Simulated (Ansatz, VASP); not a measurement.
# Cross-check of C ((12,0) graphene nanotube) between VASP and Ansatz

Wanted: the spread between two codes on one cell, functional and k mesh. The cell is taken from a series of runs on this material, whose earlier steps may have relaxed, scaled, displaced or heated it; both programs get it as it stands.

Method: plane waves, with VASP 6.6.1 beside it; single point at PBE with D3(BJ), in Ansatz 0.2.0.

### 1. Starting point

The cell holds 192 atoms: 192 C. Cell: a = 21.397 Å, b = 21.397 Å, c = 17.043 Å, α = 90.0°, β = 90.0°, γ = 90.0°. It derives from C (graphene). As first built, before any earlier steps moved the atoms (in the runner's words): graphene sheet (a = 2.46 A) rolled into an (12,0) tube of diameter 9.40 A, 4 periods; every coordinate displaced by a Gaussian of 0.02 A. Vacuum lies along a and b. The structure's axis is c.

### 2. Ansatz: single point, PBE with D3(BJ)

Ansatz runs on its default PAW (the set named soft_2) files.

A single point gives forces, pressure and levels at one fixed geometry, so differences don't come from the geometry; what else differs is listed under the comparison.

Contents of input.yaml:

```yaml
crystal:
  lattice:
    - [21.39651, 0.0, 0.0]
    - [0.0, 21.39651, 0.0]
    - [0.0, 0.0, 17.04338]
  atoms:
    - { symbol: C, position: [0.71807, 0.50077, 0.08408] }
    - { symbol: C, position: [0.71294, 0.55715, 0.04123] }
    - { symbol: C, position: [0.69015, 0.61017, 0.08435] }
    - { symbol: C, position: [0.65579, 0.65392, 0.04144] }
    - { symbol: C, position: [0.71335, 0.55734, 0.20761] }
    - { symbol: C, position: [0.6904, 0.60977, 0.1691] }
    - { symbol: C, position: [0.60857, 0.68938, 0.08546] }
    - { symbol: C, position: [0.5549, 0.71264, 0.04144] }
    - { symbol: C, position: [0.65605, 0.65558, 0.20863] }
    - { symbol: C, position: [0.61083, 0.69008, 0.16853] }
    - { symbol: C, position: [0.50116, 0.71929, 0.08382] }
    - { symbol: C, position: [0.44252, 0.71213, 0.04083] }
    - { symbol: C, position: [0.5552, 0.71179, 0.20856] }
    - { symbol: C, position: [0.50055, 0.72033, 0.16695] }
    - { symbol: C, position: [0.38953, 0.69001, 0.08067] }
    - { symbol: C, position: [0.34411, 0.65409, 0.04208] }
    - { symbol: C, position: [0.44523, 0.7135, 0.20902] }
    - { symbol: C, position: [0.38986, 0.68989, 0.16805] }
    - { symbol: C, position: [0.30929, 0.61041, 0.08275] }
    - { symbol: C, position: [0.28714, 0.55717, 0.04302] }
    - { symbol: C, position: [0.34539, 0.65476, 0.20775] }
    - { symbol: C, position: [0.31068, 0.61069, 0.16441] }
    - { symbol: C, position: [0.28098, 0.50216, 0.08339] }
    - { symbol: C, position: [0.28762, 0.44309, 0.04082] }
    - { symbol: C, position: [0.28803, 0.55681, 0.2084] }
    - { symbol: C, position: [0.28129, 0.5, 0.16671] }
    - { symbol: C, position: [0.31011, 0.3895, 0.08273] }
    - { symbol: C, position: [0.34484, 0.3447, 0.04253] }
    - { symbol: C, position: [0.28806, 0.44353, 0.20831] }
    - { symbol: C, position: [0.30819, 0.39023, 0.16534] }
[... 156 atom lines left out ...]
    - { symbol: C, position: [0.6911, 0.39012, 0.83227] }
    - { symbol: C, position: [0.71315, 0.443, 0.79115] }
    - { symbol: C, position: [0.65435, 0.34452, 0.95803] }
    - { symbol: C, position: [0.68991, 0.39113, 0.91753] }
    - { symbol: C, position: [0.71198, 0.44302, 0.95869] }
    - { symbol: C, position: [0.71997, 0.49963, 0.9179] }
kpoints:
  mp_grid: { grid: [1, 1, 1] }
hamiltonian:
  xc: pbe
  dispersion: d3bj
scf:
  occupations: { method: fermi_dirac, width: 0.05 }
output:
  forces: true
```

Command:

```console
$ ansatz run input.yaml --threads 4 --pin off --max-ram 15872MiB --backend cpu --events-out ev --progress --plain --runs-dir out
```

Numbers of over 12 decimals in the logs are rounded to 6 here.

What it wrote:

```text
Engine: ansatz 0.2.0, aarch64-unknown-linux-gnu
Pseudopotentials: kind: paw
Pseudopotential: C, paw, valence charge 4, recommended cutoff 420 eV (normal), C.paw.azcp
Functional definition: PBE
  parameter kappa = 0.804
  parameter beta = 0.066725
  exchange = pbe_x(kappa = kappa, mu = beta*pi^2/3)
  correlation = pbe_c(beta = beta)
Crystal: 192 atoms, lattice volume = 7802.641 Å³
Basis set: ecut = 420 eV, 152449 PW (Γ), exchange–correlation on 288×288×240 points (8 copies of the dense FFT grid, shifted against one another)
Bands: 576, of which v1, the nominal top of the filled ones, is band 384 counted from 1 (383 counted from 0)
Symmetry: 1 space group operations
Space group: P1 (ITA 1), of the structure as read, at distance tolerance 2.0e-4 Å
k-points: 1
Non-local potential: C, projectors of the file, l = 0: 2, l = 1: 2, l = 2: 1
PAW form: soft (Blöchl's): semilocal exchange-correlation on the pseudo side does not see the compensation charge
PAW one-centre angular grid: C, 110 points (default); XC on 64 Gauss nodes
Initial density: superposition of atomic densities (neutral atoms: chi_scale 0, normalization atom), corrected by the library's trained network
Initial wavefunctions: pseudopotential atomic-orbital guess
Functional: x = pbe(κ = 0.804, μ = 0.219515), c = pbe(β = 0.066725)
SCF iter   1: F=—  HF=-48173.982222 eV  |F-HF|=—  |Δ(HF+E_count)|=         —  Δρ=2.11e-3  dr2=5.26e-1  ethr=1.77e-3  ⟨swp⟩=8.0  Hψ=3073  notcnv=0  defer=161
preconditioner: auto → LDOS  [metal: Δε(μ)=0.027 eV  Ē_g=14.606 eV  σ=0.050 eV  W_gap=0.13  n_scr=818 (ndim 8)  ℏωp=11.6 eV  f_vac=0.742  D(μ)=31.55/eV (n_scr^D=84)  β→1.0]
SCF iter   2: F=—  HF=-48174.059060 eV  |F-HF|=—  |Δ(HF+E_count)|=   7.68e-2  Δρ=1.07e-3  dr2=2.53e-1  ethr=6.85e-5  ⟨swp⟩=2.0  Hψ=968  notcnv=0  defer=177
SCF iter   3: F=—  HF=-48173.997915 eV  |F-HF|=—  |Δ(HF+E_count)|=   6.11e-2  Δρ=2.19e-4  dr2=6.47e-3  ethr=3.29e-5  ⟨swp⟩=2.0  Hψ=703  notcnv=0  defer=177
SCF iter   4: F=—  HF=-48174.003878 eV  |F-HF|=—  |Δ(HF+E_count)|=   5.96e-3  Δρ=3.22e-5  dr2=1.97e-4  ethr=8.42e-7  ⟨swp⟩=2.0  Hψ=785  notcnv=0  defer=177
SCF iter   5: F=—  HF=-48174.004162 eV  |F-HF|=—  |Δ(HF+E_count)|=   2.84e-4  Δρ=1.08e-5  dr2=5.74e-5  ethr=2.56e-8  ⟨swp⟩=2.0  Hψ=690  notcnv=0  defer=177
SCF iter   6: F=—  HF=-48174.005414 eV  |F-HF|=—  |Δ(HF+E_count)|=   1.25e-3  Δρ=4.73e-6  dr2=1.74e-5  ethr=7.48e-9  ⟨swp⟩=3.0  Hψ=713  notcnv=0  defer=177
SCF iter   7: F=—  HF=-48174.005418 eV  |F-HF|=—  |Δ(HF+E_count)|=   4.57e-6  Δρ=2.52e-6  dr2=2.49e-6  ethr=2.26e-9  ⟨swp⟩=2.0  Hψ=432  notcnv=0  defer=177
SCF iter   8: F=—  HF=-48174.005420 eV  |F-HF|=—  |Δ(HF+E_count)|=   2.27e-6  Δρ=1.22e-6  dr2=3.00e-7  ethr=3.24e-10  ⟨swp⟩=2.0  Hψ=630  notcnv=0  defer=177
SCF iter   9: F=-48174.005422 eV  HF=-48174.005421 eV  |F-HF|=2.46e-7  |Δ(HF+E_count)|=   1.05e-6  Δρ=5.11e-7  dr2=5.38e-8  ethr=1.30e-11  ⟨swp⟩=4.0  Hψ=1608  notcnv=0
SCF 1 converged in 9 iterations: F = -48174.005422 eV  dr2 = 5.38e-8
  greatest PAW one-centre occupation: 0.692 electrons in one spin orbital (limit 2), on the C atom at site 115 (counted from 0), in its partial waves of l = 0
SCF converged after 9 iterations
Free energy (F): -48174.005422 eV
Harris-Foulkes:  -48174.005421 eV  (|F-HF|=2.46e-7)
Internal energy: -48173.773704 eV  (E = F + TS)
E sigma→0 (E₀):  -48173.889563 eV
Entropy (-TS):   -0.231717 eV (-1.207 meV/atom)
Fermi energy:    -1.771727 eV
--- Per-component energies (eV) ---
  E_band       = -8476.820612
  E_kinetic    = 17523.929886
  E_local      = -318952.491648  (includes V_loc(G=0)·N_el)
  E_nonlocal   = 5262.803787
  E_hartree    = 150213.428836
  E_xc         = -9227.066132
  E_vxc        = -11423.560577  (∫ρ·V_xc dr)
  E_paw        = -19080.747417  (= ΣΔE_a)
  E_vpaw       = -1314.367442  (= ΣTr[D̂ρ^β])
  E_aug_tail   = 0.001516  (compensation charges beyond the density's cutoff)
  E_ewald      = 126103.921124
  E_disp       = -17.553658  (pairwise vdW)
  E_smearing   = -0.231717  (= −TS)
  E_closure    = 0.000000  (closes the sum)
  Σ components = -48174.005422   (vs F -48174.005422, Δ=0.00e0)
--- Forces (eV/Å), atoms counted from 1 ---
  atom   1  C      0.75061885    -0.58393077    -1.51496316
  atom   2  C     -0.40866266     0.52045695     0.57021853
  atom   3  C      0.52835809    -0.53777949     0.06299658
  atom   4  C     -1.16831760     1.30856610     0.79620615
  atom   5  C     -0.12933408    -0.21523714     1.12449034
  atom   6  C      0.21761119     0.52463295    -2.20311628
  atom   7  C      0.90079299    -0.11926570    -1.91925700
  atom   8  C      2.67591184    -0.74365776     0.19955858
  atom   9  C     -0.21361173     0.11554457     0.50712821
  atom  10  C     -1.64335427     0.66606303    -1.16355080
  atom  11  C     -2.90296862     0.40056196    -0.40938954
  atom  12  C      1.10450147     0.20000374     0.65518364
[...]
atom  28  C     -0.13999315    -0.00525585    -1.03971666
  atom  29  C     -0.02455772    -0.19288673    -0.11332126
  atom  30  C      0.61351590    -0.45948547     0.98868102
  atom  31  C      0.63754564    -1.09727784     2.35274564
  atom  32  C     -0.09128977    -0.24810694    -1.64298424
  atom  33  C      0.32241376    -0.66581996    -0.63447831
  atom  34  C     -0.39435378     0.78443247     0.89431353
  atom  35  C      0.13476583    -0.25951528     1.61165930
  atom  36  C      0.51185047     0.00610306     0.58707206
  atom  37  C     -1.57908411    -0.38899637    -2.23555909
  atom  38  C      1.27019048     0.41326971    -0.76646346
  atom  39  C     -0.06668419    -0.20602176    -1.17885744
[...]
atom 185  C      0.47822420     0.06464791     0.07293299
  atom 186  C     -0.19993133    -0.17761903     2.04282407
  atom 187  C     -0.16390723    -0.29675406     1.66225679
  atom 188  C      0.15339009    -0.17671554     1.15046969
  atom 189  C      0.88505574     0.70935622     0.44944330
  atom 190  C     -0.33211866    -1.31232613    -1.21465128
  atom 191  C      0.38719483     0.33856830    -0.46647178
  atom 192  C      0.00859757     1.15663396    -0.74868169
  max |Σ_I F_I| component: 2.17e-4 eV/Å
```

Reading the cycles: dr2 is the Hartree energy of the density residual (eV), the measure of convergence; HF is the Harris–Foulkes estimate of the energy, which meets the free energy F at convergence.

### 3. VASP: single point, PBE with D3(BJ)

The same cell, functional, mesh and smearing now go to VASP, with its own data sets.

Lines of VASP's logs that name or quote its potential files are left out, and so is its time.

Contents of INCAR:

```
SYSTEM = C
PREC = Accurate
ENCUT = 520
EDIFF = 1E-06
NELM = 120
ISMEAR = -1
SIGMA = 0.05
LREAL = Auto
ALGO = Normal
GGA = PE
IVDW = 12
NBANDS = 518
LORBIT = 11
LWAVE = .FALSE.
LCHARG = .FALSE.
ISIF = 2
LASPH = .TRUE.
GGA_COMPAT = .FALSE.
```

Contents of POSCAR:

```
C
1.0
   21.3965100000      0.0000000000      0.0000000000
    0.0000000000     21.3965100000      0.0000000000
    0.0000000000      0.0000000000     17.0433800000
C
192
Direct
    0.7180700000      0.5007700000      0.0840800000
    0.7129400000      0.5571500000      0.0412300000
    0.6901500000      0.6101700000      0.0843500000
    0.6557900000      0.6539200000      0.0414400000
    0.7133500000      0.5573400000      0.2076100000
    0.6904000000      0.6097700000      0.1691000000
    0.6085700000      0.6893800000      0.0854600000
    0.5549000000      0.7126400000      0.0414400000
    0.6560500000      0.6555800000      0.2086300000
    0.6108300000      0.6900800000      0.1685300000
    0.5011600000      0.7192900000      0.0838200000
    0.4425200000      0.7121300000      0.0408300000
    0.5552000000      0.7117900000      0.2085600000
    0.5005500000      0.7203300000      0.1669500000
    0.3895300000      0.6900100000      0.0806700000
    0.3441100000      0.6540900000      0.0420800000
    0.4452300000      0.7135000000      0.2090200000
    0.3898600000      0.6898900000      0.1680500000
    0.3092900000      0.6104100000      0.0827500000
    0.2871400000      0.5571700000      0.0430200000
    0.3453900000      0.6547600000      0.2077500000
    0.3106800000      0.6106900000      0.1644100000
    0.2809800000      0.5021600000      0.0833900000
    0.2876200000      0.4430900000      0.0408200000
    0.2880300000      0.5568100000      0.2084000000
    0.2812900000      0.5000000000      0.1667100000
    0.3101100000      0.3895000000      0.0827300000
    0.3448400000      0.3447000000      0.0425300000
    0.2880600000      0.4435300000      0.2083100000
    0.3081900000      0.3902300000      0.1653400000
[... 156 atom lines left out ...]
    0.6911000000      0.3901200000      0.8322700000
    0.7131500000      0.4430000000      0.7911500000
    0.6543500000      0.3445200000      0.9580300000
    0.6899100000      0.3911300000      0.9175300000
    0.7119800000      0.4430200000      0.9586900000
    0.7199700000      0.4996300000      0.9179000000
```

Contents of KPOINTS:

```
Automatic mesh
0
Gamma
1 1 1
0 0 0
```

Potentials, in the order of the species: C (PBE family, release 64).

Command:

```console
$ export OMP_NUM_THREADS=4
$ mpirun -np 1 vasp_gam
```

What it wrote:

```text
[banner, memory and clock lines left out]
running    1 mpi-ranks, on    1 nodes
[...]
Offloading initialized ...    1 GPUs detected
[...]
LDA part: xc-table for (Slater+PW92), standard interpolation
 POSCAR, INCAR and KPOINTS ok, starting setup
[...]
entering main loop
       N       E                     dE             d eps       ncg     rms          rms(c)
DAV:   1     0.914310045420E+04    0.91431E+04   -0.31837E+05  1108   0.120E+03
DAV:   2    -0.231808913304E+02   -0.91663E+04   -0.85900E+04  1656   0.282E+02
DAV:   3    -0.179535611896E+04   -0.17722E+04   -0.17620E+04  1296   0.137E+02
DAV:   4    -0.187211825032E+04   -0.76762E+02   -0.76263E+02  1272   0.361E+01
[...]
DAV:  25    -0.174681610126E+04   -0.85292E-05   -0.74308E-08   744   0.249E-04    0.110E-04
DAV:  26    -0.174681610396E+04   -0.27005E-05   -0.51748E-08   720   0.183E-04    0.806E-05
DAV:  27    -0.174681610451E+04   -0.55021E-06   -0.23258E-08   736   0.134E-04
   1 F= -.17643688E+04 E0= -.17642531E+04  d E =-.231469E+00
```

OUTCAR, selected parts (step 3):

```text
  FREE ENERGIE OF THE ION-ELECTRON SYSTEM (eV)
  ---------------------------------------------------
  free  energy   TOTEN  =     -1764.3688236216 eV

  energy  without entropy=    -1764.1373549474  energy(sigma->0) =    -1764.25308928
```

### 4. Comparison

Known differences besides the potentials themselves: the cutoff is 420 eV in Ansatz and 520 eV in VASP (PREC = Accurate, projectors in real space). Total energies have different zeros and are not compared.

Forces on 10 of the 192 atoms, those with the largest forces and the largest differences (eV/Å; atoms numbered as in POSCAR):

```
atom          Ansatz x, y, z            VASP x, y, z
 C17  -2.616, -0.630, -1.355  -2.618, -0.616, -1.371
 C38    1.270, 0.413, -0.766    1.268, 0.394, -0.776
 C83    4.419, -0.151, 3.315    4.411, -0.162, 3.325
C112    2.642, 3.503, -1.591    2.642, 3.510, -1.587
C116    0.220, 5.149, -0.583    0.216, 5.149, -0.572
C119   -0.735, -4.413, 2.288   -0.743, -4.410, 2.292
C148   1.906, -3.115, -2.467   1.922, -3.109, -2.464
C150    2.767, -3.377, 0.666    2.778, -3.377, 0.668
C163     1.843, 3.670, 1.321     1.828, 3.662, 1.328
C179   -0.472, 0.377, -0.435   -0.466, 0.358, -0.450
```

The forces differ by 7.7 meV/Å r.m.s., which is 0.6 % of the r.m.s. force of 1.228 eV/Å (both taken over all components). With vacuum in the cell, a pressure given here is an average over mostly empty space and none of the material.

### 5. Outcome

```yaml
r_m_s_force_difference_single_point_pbe_with_d3_bj: 0.63 % of the r.m.s. force
```

**Reading.** The r.m.s. force difference is 0.63 % of the r.m.s. force (single point, PBE with D3(BJ)), within the 3 % picked in this series as the mark of a large difference. Such differences can come from data sets, numerical settings and the points named under the comparisons, not from the functional's error against experiment.

[Lines on the potential files, build, host, timing and source positions are cut from VASP's logs without a mark.]

[Logs are printed without paths, hosts, clocks, repeated set-up lines and the standing remarks that a program may print on its own settings, such as how far it seeks lower states.]

[Hosts, paths, dates, database ids (printed as entryN), source tags and the programs' standing remarks are cut or masked in the printed files.]
